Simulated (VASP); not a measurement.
Consider the following.

```
AsB
1.0
    0.00000     2.37117     2.37117
    2.37117     0.00000     2.37117
    2.37117     2.37117     0.00000
B As
1 1
Direct
  0.00000   0.00000   0.00000
  0.25000   0.25000   0.25000
```

Calculation: LDA (Ceperley-Alder, Perdew-Zunger), VASP's LDA PAW potentials (set 64) (plane waves; VASP). Numerical set-up: 520 eV cut-off, 9×9×9 Γ-centred mesh, Gaussian smearing of 0.050 eV, potentials B As.

**Question.** What does the run give for the energy per atom (σ→0)?

**Answer.** 
energy per atom (σ→0): -623.6 kJ/mol of atoms

The compound is BAs in the zinc blende structure. It was relaxed first. The start is the result of an earlier pass.
